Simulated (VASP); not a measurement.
Output of a VASP run:

**OUTCAR**
```
 ion  position               nearest neighbor table
   1  0.000  0.000  0.000-   2 2.68   2 2.68   2 2.68   2 2.68   2 2.68   2 2.68
   2  0.667  0.333  0.500-   1 2.68   1 2.68   1 2.68   1 2.68   1 2.68   1 2.68
  LATTYP: Found a hexagonal cell.
 ALAT       =     3.6470230303
 C/A-ratio  =     0.9123663657
 Subroutine PRICEL returns:
 Original cell was already a primitive cell.
 Subroutine GETGRP returns: Found 12 space group operations
The static configuration has the point symmetry D_3h.
The dynamic configuration has the point symmetry D_3h.
 Subroutine INISYM returns: Found 12 space group operations
 Subroutine IBZKPT returns following result:
 Found     84 irreducible k-points:

 Following reciprocal coordinates:
            Coordinates               Weight
  0.000000  0.000000  0.000000      1.000000
  0.100000  0.000000  0.000000      6.000000
  0.200000  0.000000  0.000000      6.000000
  0.300000  0.000000  0.000000      6.000000
  0.400000  0.000000  0.000000      6.000000
  0.500000  0.000000  0.000000      3.000000
  0.100000  0.100000  0.000000      6.000000
  0.200000  0.100000  0.000000     12.000000
  0.300000  0.100000  0.000000     12.000000
  0.400000  0.100000  0.000000     12.000000
  0.200000  0.200000  0.000000      6.000000
  0.300000  0.200000  0.000000     12.000000
  0.400000  0.200000  0.000000      6.000000
  0.300000  0.300000  0.000000      6.000000
  0.000000  0.000000  0.100000      2.000000
  0.100000  0.000000  0.100000     12.000000
  0.200000  0.000000  0.100000     12.000000
  0.300000  0.000000  0.100000     12.000000
  0.400000  0.000000  0.100000     12.000000
  0.500000  0.000000  0.100000      6.000000
  0.100000  0.100000  0.100000     12.000000
  0.200000  0.100000  0.100000     24.000000
  0.300000  0.100000  0.100000     24.000000
  0.400000  0.100000  0.100000     24.000000
  0.200000  0.200000  0.100000     12.000000
  0.300000  0.200000  0.100000     24.000000
  0.400000  0.200000  0.100000     12.000000
  0.300000  0.300000  0.100000     12.000000
  0.000000  0.000000  0.200000      2.000000
  0.100000  0.000000  0.200000     12.000000
  0.200000  0.000000  0.200000     12.000000
  0.300000  0.000000  0.200000     12.000000
  0.400000  0.000000  0.200000     12.000000
  0.500000  0.000000  0.200000      6.000000
  0.100000  0.100000  0.200000     12.000000
  0.200000  0.100000  0.200000     24.000000
  0.300000  0.100000  0.200000     24.000000
  0.400000  0.100000  0.200000     24.000000
  0.200000  0.200000  0.200000     12.000000
  0.300000  0.200000  0.200000     24.000000
   k-points           NKPTS =     84   k-points in BZ     NKDIM =     84   number of bands    NBANDS=     13
   number of dos      NEDOS =    301   number of ions     NIONS =      2
   total plane-waves  NPLWV =  21952
   dimension x,y,z NGX =    28 NGY =   28 NGZ =   28
   dimension x,y,z NGXF=    56 NGYF=   56 NGZF=   56
   ions per type =               1   1
   PREC   = accura    normal or accurate (medium, high low for compatibility)
   ISTART =      0    job   : 0-new  1-cont  2-samecut
   ICHARG =      2    charge: 1-file 2-atom 10-const
   ISPIN  =      1    spin polarized calculation?
   LNONCOLLINEAR =      F non collinear calculations
   LSORBIT =      F    spin-orbit coupling
   INIWAV =      1    electr: 0-lowe 1-rand  2-diag
   ENCUT  =  520.0 eV  38.22 Ry    6.18 a.u.   6.78  6.78  6.19*2*pi/ulx,y,z
   NELM   =    100;   NELMIN=  2; NELMDL= -5     # of ELM steps
   EDIFF  = 0.1E-05   stopping-criterion for ELM
   LREAL  =      F    real-space projection
   NLSPLINE    = F    spline interpolate recip. space projectors
   LMAXMIX     =    4 max onsite mixed and CHGCAR
   VOSKOWN=      0    Vosko Wilk Nusair interpolation
   EDIFFG = -.1E-01   stopping-criterion for IOM
   NSW    =     60    number of steps for IOM
   NBLOCK =      1;   KBLOCK =     60    inner block; outer block
...
```

**OSZICAR**
```
       N       E                     dE             d eps       ncg     rms          rms(c)
DAV:   1     0.704715147434E+02    0.70472E+02   -0.10485E+04  2184   0.173E+03
DAV:   2    -0.588608831926E+02   -0.12933E+03   -0.12634E+03  2299   0.382E+02
DAV:   3    -0.669474474782E+02   -0.80866E+01   -0.79737E+01  2837   0.977E+01
DAV:   4    -0.671509503513E+02   -0.20350E+00   -0.20341E+00  2768   0.167E+01
DAV:   5    -0.671559626898E+02   -0.50123E-02   -0.50121E-02  2887   0.223E+00    0.215E+00
DAV:   6    -0.628942093473E+02    0.42618E+01   -0.17490E+00  2654   0.247E+01    0.123E+00
DAV:   7    -0.629643670808E+02   -0.70158E-01   -0.42647E-01  2394   0.801E+00    0.484E-01
DAV:   8    -0.629299258660E+02    0.34441E-01   -0.24266E-01  2264   0.523E+00    0.304E-01
DAV:   9    -0.629819052687E+02   -0.51979E-01   -0.45264E-02  2199   0.231E+00    0.186E-01
DAV:  10    -0.629812738870E+02    0.63138E-03   -0.16631E-02  2429   0.145E+00    0.973E-02
DAV:  11    -0.629836657105E+02   -0.23918E-02   -0.46948E-03  2329   0.706E-01    0.312E-02
DAV:  12    -0.629845603494E+02   -0.89464E-03   -0.93503E-04  2344   0.433E-01    0.998E-03
DAV:  13    -0.629845658290E+02   -0.54796E-05   -0.56402E-05  2709   0.904E-02    0.836E-03
DAV:  14    -0.629845758713E+02   -0.10042E-04   -0.17546E-05  2317   0.652E-02    0.328E-03
DAV:  15    -0.629845771649E+02   -0.12936E-05   -0.33658E-06  2464   0.278E-02    0.965E-04
DAV:  16    -0.629845777524E+02   -0.58743E-06   -0.53390E-07  1167   0.119E-02
   1 F= -.62984578E+02 E0= -.62984431E+02  d E =-.629846E+02
       N       E                     dE             d eps       ncg     rms          rms(c)
DAV:   1    -0.629848991807E+02   -0.32202E-03   -0.97523E-03  2579   0.107E+00    0.742E-02
DAV:   2    -0.629846922159E+02    0.20696E-03   -0.34521E-04  2517   0.235E-01    0.450E-02
DAV:   3    -0.629846298070E+02    0.62409E-04   -0.16921E-04  2951   0.209E-01    0.751E-03
DAV:   4    -0.629846309416E+02   -0.11346E-05   -0.28894E-05  2349   0.575E-02    0.406E-03
DAV:   5    -0.629846364604E+02   -0.55188E-05   -0.13022E-05  2224   0.403E-02    0.122E-03
DAV:   6    -0.629846365868E+02   -0.12634E-06   -0.34361E-06  2224   0.188E-02
   2 F= -.62984637E+02 E0= -.62984561E+02  d E =-.588344E-04
```

### OUTCAR
```
------------------------ aborting loop because EDIFF is reached ----------------------------------------
  FORCE on cell =-STRESS in cart. coord.  units (eV):
  Direction    XX          YY          ZZ          XY          YZ          ZX
  --------------------------------------------------------------------------------------
  Total       -0.0187192     -0.0187192      0.0133610     -0.0000000      0.0000000      0.0000000
  in kB       -0.7828025     -0.7828024      0.5587314     -0.0000000      0.0000000      0.0000000
  external PRESSURE =      -0.3356245 kB  Pullay stress =       0.0000000 kB
  volume of cell :       38.31
      direct lattice vectors                 reciprocal lattice vectors
     3.644477847 -0.000000000 -0.000000000     0.274387729  0.158417842  0.000000000
    -1.822238923  3.156210142  0.000000000     0.000000000  0.316835684  0.000000000
    -0.000000000 -0.000000000  3.330763898     0.000000000 -0.000000000  0.300231428
 POSITION                                       TOTAL-FORCE (eV/Angst)
 -----------------------------------------------------------------------------------
      3.64448     -0.00000     -0.00000         0.000000      0.000000     -0.000000
      1.82224      1.05207      1.66538        -0.000000     -0.000000      0.000000
 -----------------------------------------------------------------------------------
    total drift:                               -0.001722      0.000994      0.000000
  FREE ENERGIE OF THE ION-ELECTRON SYSTEM (eV)
  ---------------------------------------------------
  free  energy   TOTEN  =       -62.9846365868 eV

  energy  without entropy=      -62.9844090035  energy(sigma->0) =      -62.98456073

 reached required accuracy - stopping structural energy minimisation
```
(Selected blocks of OUTCAR.)

File POSCAR:
```
BiB
1
    3.6470230303    -0.0000000000    -0.0000000000
   -1.8235115151     3.1584143346    -0.0000000000
   -0.0000000000     0.0000000000     3.3274211476
B Bi
1 1
Direct
  0.0000000000   0.0000000000   0.0000000000
  0.6666670000   0.3333330000   0.5000000000
```

Write an INCAR and KPOINTS that could have produced this output.

This is not unique; one that fits is the input of the run itself, r2SCAN meta-GGA, plane waves, VASP's PBE PAW potentials (set 64).

### INCAR
```
SYSTEM = BiB
PREC = Accurate; ENCUT = 520; LREAL = .False.
LASPH = .True.
EDIFF = 1E-6; NELM = 100; ALGO = Normal
LMAXMIX = 4; LMIXTAU = .True.
ISMEAR = 1; SIGMA = 0.1
METAGGA = R2SCAN
IBRION = 2; NSW = 60; ISIF = 3
EDIFFG = -0.01
LWAVE = .False.; LCHARG = .False.
```

File KPOINTS:
```
kpoints
0
gamma
  10 10 10
0 0 0
```

POTCAR, in this order: B Bi_d (PBE.64 set). Program: vasp_std.

The structure was generated: BiB was put into the WC type (P-6m2), which need not be its known phase. This run relaxes it. Symmetry was kept, so distortions that lower it aren't found. The start is the result of an earlier pass.
